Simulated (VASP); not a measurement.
The input files of a VASP run:

File KPOINTS:
```
Automatic mesh
0
Monkhorst-Pack
2 2 2
0 0 0
```

INCAR:
```
SYSTEM  =  PbSe
PREC  =  Accurate; ENCUT  =  400; LREAL  =  .FALSE.
LASPH  =  .TRUE.
EDIFF  =  1E-6; NELM  =  100; ALGO  =  Normal
LMAXMIX  =  4
ISMEAR  =  0; SIGMA  =  0.05
GGA  =  PE
ISIF  =  2
LWAVE  =  .FALSE.; LCHARG  =  .FALSE.
```

POSCAR:
```
PbSe
1
    0.0000000000     3.0600000000     3.0600000000
    3.0600000000     0.0000000000     3.0600000000
    3.0600000000     3.0600000000     0.0000000000
Pb Se
1 1
Direct
  0.0000000000   0.0000000000   0.0000000000
  0.5000000000   0.5000000000   0.5000000000
```

POTCAR, in this order: Pb_d Se (PBE.64 set). Program: vasp_std.

### Question
Write an equivalent input for Ansatz.

### Answer
One equivalent input (not run):
Ansatz 0.2 input:
```yaml
crystal:
  lattice:
    - [0.0000000, 3.0600000, 3.0600000]
    - [3.0600000, 0.0000000, 3.0600000]
    - [3.0600000, 3.0600000, 0.0000000]
  atoms:
    - { symbol: Pb, position: [0.0000000, 0.0000000, 0.0000000] }
    - { symbol: Se, position: [0.5000000, 0.5000000, 0.5000000] }
kpoints:
  mp_grid: { grid: [2, 2, 2], shift: [0.5, 0.5, 0.5] }
hamiltonian:
  xc: pbe
  pseudopotentials: { kind: paw }
scf:
  occupations: { method: gaussian, width: 0.05 }
  max_iter: 100
output: { forces: true, stress: true, eigenvalues: true }
```
The two are equivalent in intent, not identical: each code has its own PAW files, so the cut-off isn't converted (ENCUT is set for VASP's; basis.ecutwfc is left out, and Ansatz then takes the one that its files recommend); Ansatz stops its SCF on the density residual and VASP on the energy change (EDIFF); an even Monkhorst-Pack mesh in KPOINTS is shifted by half a step.

The compound is PbSe in the rock salt structure. The cell was not relaxed at this level. The k-mesh is coarse (spacing up to 0.89 per Å, 2π included), so the numbers may not be converged in it. The run is one of a series of settings (KPOINTS 2×2×2 Monkhorst-Pack mesh against the base run), some of them coarse on purpose.
